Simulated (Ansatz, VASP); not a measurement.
# Cross-check of Zn (Zinc) between VASP and Ansatz, part 2 of 2

Aim: how closely do two programs agree when they are given the same cell, functional and k mesh? The cell is taken from a series of runs on this material, whose earlier steps may have relaxed, scaled, displaced or heated it; both programs get it as it stands.

VASP 6.6.1 and Ansatz 0.2.0.

So far: Starting point; VASP: relaxation of cell and atoms, PBE with D3(BJ); Ansatz: relaxation of cell and atoms, PBE with D3(BJ); Comparison.

### 5. Ansatz: zone-centre phonons, PBE with D3(BJ)

Level of this step: Ansatz beside VASP: Kohn-Sham DFT, plane waves, PBE with D3(BJ) (Ansatz).

Second derivatives magnify differences that forces hide, and they need a tight electronic threshold.

The cell is taken from a series of runs on this material, whose earlier steps may have relaxed, scaled, displaced or heated it; both programs get it as it stands.

input.yaml reads:

```yaml
crystal:
  lattice:
    - [2.6064261047, 0.0, 0.0]
    - [-1.3032130524, 2.2572312197, 0.0]
    - [0.0, 0.0, 4.8680327399]
  atoms:
    - { symbol: Zn, position: [0.3333333333, 0.6666666667, 0.25] }
    - { symbol: Zn, position: [0.6666666667, 0.3333333333, 0.75] }
kpoints:
  mp_grid: { grid: [24, 24, 10] }
hamiltonian:
  xc: pbe
  dispersion: d3bj
scf:
  occupations: { method: methfessel_paxton, width: 0.2 }
output:
  eigenvalues: true
phonons:
  method: dfpt
```

Command:

```bash
ansatz run input.yaml --threads 4 --pin off --max-ram 14336MiB --backend cpu --events-out ev --progress --plain --runs-dir out
```

Numbers of over 12 decimals in the logs are rounded to 6 here.

Log:

```text
zone centre: on kpoints.mp_grid the ground state, and the responses unless they are solved on pairs of k-points, stand on 942 of the mesh's 5760 k-points, reduced under 4 symmetry operations, with k and −k counted as one. Each operation leaves every solved displacement unchanged or reverses it
[...]
Crystal: 2 atoms, lattice volume = 28.640 Å³
[...]
pairwise dispersion correction: d3bj (s6 = 1.0, s8 = 0.7875, a1 = 0.4289, a2_bohr = 4.4407), with the weights of each atom's references fixed at the reference crystal's, and the forces and stress that the weights' published response gives there kept as a pressure on the atom's counted neighbours (hamiltonian.dispersion)
  ASR residual per site (eV/Å²): 1.17e-5 1.17e-5
  Γ frequencies (cm⁻¹): 0.00 0.00 0.00 75.20 75.20 159.78
  non-analytic LO–TO correction: not included (Born effective charges unavailable; polar crystals: no LO–TO splitting at Γ)
[key lines of the parts left out:]
SCF converged after 9 iterations
Free energy (F): -6638.893595 eV
Fermi energy:    11.957114 eV
```

### 6. VASP: zone-centre phonons, PBE with D3(BJ)

The same cell, functional, mesh and smearing now go to VASP, with its own data sets.

INCAR reads:

```
SYSTEM = Zn
PREC = Accurate
ENCUT = 500
EDIFF = 1E-08
NELM = 120
ISMEAR = 1
SIGMA = 0.2
LREAL = .FALSE.
ALGO = Normal
GGA = PE
IVDW = 12
NBANDS = 18
LORBIT = 11
LWAVE = .FALSE.
LCHARG = .FALSE.
ISIF = 2
IBRION = 6
NFREE = 2
POTIM = 0.015
NSW = 1
LASPH = .TRUE.
GGA_COMPAT = .FALSE.
KPAR = 2
```

POSCAR reads:

```
Zn
1.0
    2.6064261047      0.0000000000      0.0000000000
   -1.3032130524      2.2572312197      0.0000000000
    0.0000000000      0.0000000000      4.8680327399
Zn
2
Direct
    0.3333333333      0.6666666667      0.2500000000
    0.6666666667      0.3333333333      0.7500000000
```

KPOINTS reads:

```
Automatic mesh
0
Gamma
24 24 10
0 0 0
```

The projector-augmented-wave data sets are Zn (PBE family, release 64).

Command:

```bash
mpirun -np 2 vasp_std
```

Log:

```text
[... set-up lines as in an earlier step ...]
 entering main loop
       N       E                     dE             d eps       ncg     rms          rms(c)
DAV:   1     0.105576231876E+03    0.10558E+03   -0.12270E+04 13656   0.209E+03
DAV:   2     0.166086842589E+01   -0.10392E+03   -0.10107E+03 13242   0.294E+02
DAV:   3    -0.240890740589E+01   -0.40698E+01   -0.40566E+01 14800   0.665E+01
DAV:   4    -0.242978199036E+01   -0.20875E-01   -0.20869E-01 14388   0.483E+00
[...]
DAV:  11    -0.218746889541E+01    0.20111E-06   -0.10537E-07 14838   0.315E-03    0.193E-03
DAV:  12    -0.218746852149E+01    0.37391E-06   -0.35412E-08 14608   0.405E-03    0.127E-04
DAV:  13    -0.218746851727E+01    0.42201E-08   -0.30487E-09  7916   0.457E-04
   1 F= -.30437690E+01 E0= -.30440996E+01  d E =0.991675E-03
[...]
2 F= -.30436825E+01 E0= -.30440134E+01  d E =0.992485E-03
[...]
3 F= -.30436825E+01 E0= -.30440133E+01  d E =0.992484E-03
[...]
4 F= -.30434069E+01 E0= -.30437366E+01  d E =0.989027E-03
[...]
5 F= -.30434069E+01 E0= -.30437366E+01  d E =0.989027E-03
 Finite differences progress:
  Degree of freedom:   2/  2
  Displacement:        2/  2
  Total:               4/  4
```

Parts of OUTCAR (step 6):

```text
 Edisp (eV)   -0.85630

 Edisp (eV)   -0.85630

  Total       0.09026     0.09026     0.04241    -0.00000     0.00000     0.00000
  in kB       5.04915     5.04915     2.37245    -0.00000     0.00000     0.00000
  external pressure =        4.16 kB  Pullay stress =        0.00 kB

 POSITION                                       TOTAL-FORCE (eV/Angst)
 -----------------------------------------------------------------------------------
     -0.00000      1.50482      1.20201         0.000000     -0.000000      0.047473
      1.30321      0.75241      3.65102        -0.000000      0.000000     -0.047473
 -----------------------------------------------------------------------------------
    total drift:                                0.000000      0.000001     -0.000371

  FREE ENERGIE OF THE ION-ELECTRON SYSTEM (eV)
  ---------------------------------------------------
  free  energy   TOTEN  =        -3.0434068937 eV

  energy  without entropy=       -3.0443959205  energy(sigma->0) =       -3.04373657

[... 1 part as in an earlier step ...]

[... 2 further parts left out ...]
[key lines of the parts left out:]
E-fermi :   3.5315
```

Levels, forces or a CONTCAR printed for this step are those of its last displaced cell, not of the structure at rest.

### 7. Side by side

What differs besides the data sets and the points named for the pairs above, as far as they apply: Ansatz takes the dispersion share of the force constants at frozen C6 weights, VASP differentiates the full forces; VASP uses finite displacements, Ansatz perturbation theory. Total energies have different zeros and are not compared.

Both answers:

| quantity | Ansatz | VASP | difference |
| --- | --- | --- | --- |
| optical mode 1 to 2 (cm⁻¹) | 75.2 | 77.0 | -2.32 % |
| optical mode 3 (cm⁻¹) | 159.8 | 162.2 | -1.51 % |

Modes are paired by rising frequency, not by their patterns, so a pair may set unlike modes beside each other; they are those without the splitting of longitudinal modes.

### 8. Results

```yaml
difference_in_volume_relaxation_of_cell_and_atoms_pbe_with_d3_bj: -0.44 %
r_m_s_difference_of_the_optical_zone_centre_modes_each_program_s_sorted_by_frequency_zone_centre_phonons_pbe_with_d3_bj: 2.0 cm⁻¹
difference_in_optical_mode_1_to_2_zone_centre_phonons_pbe_with_d3_bj: -2.3 %
```

What this shows: The difference in volume is -0.44 % (relaxation of cell and atoms, PBE with D3(BJ)), within the 1.2 % picked in this series as the mark of a large difference, as far as the stopping tolerances let one tell. Among the rows given in per cent, the largest difference of the zone-centre phonons, PBE with D3(BJ) pair is in optical mode 1 to 2, -2.3 %. How closely two codes agree says nothing of how well the functional describes the real material.

[Lines on the potential files, build, host, timing and source positions are cut from VASP's logs without a mark.]

[Logs are printed without paths, hosts, clocks, repeated set-up lines and the standing remarks that a program may print on its own settings, such as how far it seeks lower states.]

[Hosts, paths, dates, database ids (printed as entryN), source tags and the programs' standing remarks are cut or masked in the printed files.]
